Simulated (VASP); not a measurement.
Input:

```
HfB2
1.0
    1.56187    -2.70524     0.00000
    1.56187     2.70524     0.00000
    0.00000     0.00000     3.44381
Hf B
1 2
Direct
  0.00000   0.00000   0.00000
  0.33333   0.66667   0.50000
  0.66667   0.33333   0.50000
```

The numbers are results of AM05 GGA, VASP's PBE PAW potentials (set 64) (plane waves; VASP), not measurements. Run with 520 eV cut-off, Gaussian smearing of 0.050 eV, potentials Hf_pv B.

Q: Give the energies of bands 5 to 11 at the high-symmetry points, in eV from the Fermi level.

A: 
```json
[
 {"band": "5", "Γ": "-3.28", "M": "-9.19", "K": "-8.46", "A": "-8.67", "L": "-7.68", "H": "-9.38"},
 {"band": "6", "Γ": "-3.16", "M": "-4.37", "K": "-8.10", "A": "-1.38", "L": "-5.26", "H": "-5.71"},
 {"band": "7", "Γ": "-3.16", "M": "-3.64", "K": "-2.82", "A": "-1.38", "L": "-5.00", "H": "-3.38"},
 {"band": "8", "Γ": "-2.90", "M": "-3.17", "K": "-2.82", "A": "0.04", "L": "-2.83", "H": "-3.38"},
 {"band": "9", "Γ": "3.91", "M": "2.01", "K": "1.56", "A": "0.04", "L": "3.92", "H": "4.41"},
 {"band": "10", "Γ": "3.91", "M": "2.58", "K": "1.56", "A": "0.80", "L": "4.13", "H": "5.30"},
 {"band": "11", "Γ": "4.65", "M": "5.58", "K": "3.25", "A": "0.80", "L": "6.22", "H": "7.01"}
]
```

It has no gap at this level: it comes out as a metal or semimetal.

The compound is HfB2 in the AlB2 type structure. It was relaxed first.
